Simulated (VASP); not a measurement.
Calculation: PBE GGA, VASP's PBE PAW potentials (set 64) (plane waves; VASP).

A VASP calculation is set up with these files.

File KPOINTS:
```
Automatic mesh
0
Gamma
 11 11 11
```

### POSCAR
```
NiAl
1
    2.9478000000     0.0000000000     0.0000000000
    0.0000000000     2.9478000000     0.0000000000
    0.0000000000     0.0000000000     2.9478000000
Al Ni
1 1
Direct
  0.5000000000   0.5000000000   0.5000000000
  0.0000000000   0.0000000000   0.0000000000
```

**INCAR**
```
PREC=Accurate
ENCUT=400   # plane-wave cut-off (eV)
SIGMA=0.1
GGA=PE   # PBE
LREAL=.FALSE.   # projection in real space or not
AMIX=0.6
SYSTEM=NiAl
LMAXMIX=4   # l cut-off of mixed one-centre charges
LASPH=.TRUE.   # aspherical one-centre terms
LWAVE=.FALSE.
ISMEAR=1   # Methfessel-Paxton
LCHARG=.FALSE.
ALGO=Normal   # blocked Davidson
NELM=100
IMIX=4
EDIFF=1E-6
BMIX=0.0001
ISIF=2   # forces and stress, cell fixed
```

POTCAR, in this order: Al Ni (PBE.64 set). Program: vasp_std.

Output of the run:

File OUTCAR:
```
 ion  position               nearest neighbor table
   1  0.500  0.500  0.500-   2 2.55   2 2.55   2 2.55   2 2.55   2 2.55   2 2.55   2 2.55   2 2.55
  LATTYP: Found a simple cubic cell.
 ALAT       =     2.9478000000
 Subroutine PRICEL returns:
 Original cell was already a primitive cell.
 Subroutine GETGRP returns: Found 48 space group operations
The static configuration has the point symmetry O_h .
The dynamic configuration has the point symmetry O_h .
 Subroutine INISYM returns: Found 48 space group operations
 Subroutine IBZKPT returns following result:
 Found     56 irreducible k-points:

 Following reciprocal coordinates:
            Coordinates               Weight
  0.000000  0.000000  0.000000      1.000000
  0.090909  0.000000  0.000000      6.000000
  0.181818  0.000000  0.000000      6.000000
  0.272727  0.000000  0.000000      6.000000
  0.363636  0.000000  0.000000      6.000000
  0.454545  0.000000  0.000000      6.000000
  0.090909  0.090909  0.000000     12.000000
  0.181818  0.090909  0.000000     24.000000
  0.272727  0.090909  0.000000     24.000000
  0.363636  0.090909  0.000000     24.000000
...
```

**OSZICAR**
```
       N       E                     dE             d eps       ncg     rms          rms(c)
DAV:   1     0.342128720554E+02    0.34213E+02   -0.47588E+03  1136   0.107E+03
DAV:   2    -0.108506959043E+02   -0.45064E+02   -0.42396E+02  1124   0.189E+02
DAV:   3    -0.118340232862E+02   -0.98333E+00   -0.97467E+00  1346   0.360E+01
DAV:   4    -0.118499918783E+02   -0.15969E-01   -0.15961E-01  1336   0.420E+00
DAV:   5    -0.118504134300E+02   -0.42155E-03   -0.42154E-03  1292   0.655E-01    0.114E+01
DAV:   6    -0.217537594011E+02   -0.99033E+01   -0.13629E+02  1232   0.206E+02    0.301E+01
DAV:   7    -0.107216344497E+02    0.11032E+02   -0.35427E+01  1240   0.111E+02    0.439E+00
DAV:   8    -0.105013862233E+02    0.22025E+00   -0.25487E+00  1408   0.236E+01    0.107E+00
DAV:   9    -0.105026120524E+02   -0.12258E-02   -0.74678E-02  1410   0.389E+00    0.649E-01
DAV:  10    -0.105019344875E+02    0.67756E-03   -0.17354E-03  1520   0.620E-01    0.449E-01
DAV:  11    -0.105013927464E+02    0.54174E-03   -0.23725E-03  1336   0.764E-01    0.681E-02
DAV:  12    -0.105013800803E+02    0.12666E-04   -0.74299E-05  1608   0.987E-02    0.334E-02
DAV:  13    -0.105013749405E+02    0.51398E-05   -0.17196E-05  1176   0.620E-02    0.934E-03
DAV:  14    -0.105013743683E+02    0.57227E-06   -0.21967E-06   624   0.211E-02
   1 F= -.10501374E+02 E0= -.10501246E+02  d E =-.384957E-03
```

**OUTCAR**
```
------------------------ aborting loop because EDIFF is reached ----------------------------------------
  FORCE on cell =-STRESS in cart. coord.  units (eV):
  Direction    XX          YY          ZZ          XY          YZ          ZX
  --------------------------------------------------------------------------------------
  Total       -1.2673118     -1.2673118     -1.2673118      0.0000000     -0.0000000      0.0000000
  in kB      -79.2683889    -79.2683889    -79.2683889      0.0000000     -0.0000000      0.0000000
  external PRESSURE =     -79.2683889 kB  Pullay stress =       0.0000000 kB
  volume of cell :       25.61
      direct lattice vectors                 reciprocal lattice vectors
     2.947800000  0.000000000  0.000000000     0.339236040  0.000000000  0.000000000
     0.000000000  2.947800000  0.000000000     0.000000000  0.339236040  0.000000000
     0.000000000  0.000000000  2.947800000     0.000000000  0.000000000  0.339236040
 POSITION                                       TOTAL-FORCE (eV/Angst)
 -----------------------------------------------------------------------------------
      1.47390      1.47390      1.47390         0.000000      0.000000      0.000000
      0.00000      0.00000      0.00000         0.000000      0.000000      0.000000
 -----------------------------------------------------------------------------------
    total drift:                               -0.000000      0.000000     -0.000000
  FREE ENERGIE OF THE ION-ELECTRON SYSTEM (eV)
  ---------------------------------------------------
  free  energy   TOTEN  =       -10.5013743683 eV

  energy  without entropy=      -10.5009894116  energy(sigma->0) =      -10.50124605
```
(Selected blocks of OUTCAR.)

The compound is NiAl in the CsCl type structure. The cell was not relaxed at this level. The run is one of a series of settings (AMIX = 0.6, BMIX = 0.0001, IMIX = 4 against the base run), some of them coarse on purpose. The run is not spin-polarised, so no magnetic state was tried. The electron count is odd and the run is not spin-polarised, which forces a metal.
